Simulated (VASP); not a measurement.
A convergence study with VASP on Ni (fcc): one setting is varied, all else stays as given below, so the limit is that of these other settings. The cell's lengths are 1 % over those of the tabulated start, so it is off equilibrium.

```
CELL_PARAMETERS angstrom
      0.00000     1.77760     1.77760
      1.77760     0.00000     1.77760
      1.77760     1.77760     0.00000
ATOMIC_POSITIONS crystal
  Ni 0.00000 0.00000 0.00000
```
Starting moments (μB, in the order of the record's atoms Ni): 0.8.

Method: PBE GGA, VASP's PBE PAW potentials (set 64) (plane waves; VASP). The tightest run used: 1000 eV cut-off, 20×20×20 Γ-centred mesh, first-order Methfessel-Paxton smearing of 0.10 eV, potentials Ni.

```json
[
 {"setting": "ENCUT = 150", "E (eV/atom)": "0.6085", "pressure (GPa)": "-702.00", "moment (μB)": "0.000", "plane waves": "59"},
 {"setting": "ENCUT = 200", "E (eV/atom)": "-4.9521", "pressure (GPa)": "-124.29", "moment (μB)": "0.604", "plane waves": "77"},
 {"setting": "ENCUT = 250", "E (eV/atom)": "-5.4328", "pressure (GPa)": "-19.37", "moment (μB)": "0.631", "plane waves": "113"},
 {"setting": "ENCUT = 300", "E (eV/atom)": "-5.4743", "pressure (GPa)": "-6.13", "moment (μB)": "0.636", "plane waves": "141"},
 {"setting": "ENCUT = 350", "E (eV/atom)": "-5.4701", "pressure (GPa)": "-6.23", "moment (μB)": "0.636", "plane waves": "176"},
 {"setting": "ENCUT = 400", "E (eV/atom)": "-5.4652", "pressure (GPa)": "-6.39", "moment (μB)": "0.635", "plane waves": "212"}
]
```

Question: These are the cheaper rows. Estimate the results at ENCUT = 1000, and how far the last row shown lies from them.

Answer: 
| quantity | tightest run | last row shown is off by |
|---|---|---|
| E (eV/atom) | -5.4637 | -0.0015 |
| pressure (GPa) | -5.81 | -0.58 |
| moment (μB) | 0.635 | 0.000 |

Left out are rungs that failed or repeat a setting and relaxations that didn't move; long series are thinned to 24 rows.

The compound is Ni in the fcc structure. The cell was not relaxed at this level.
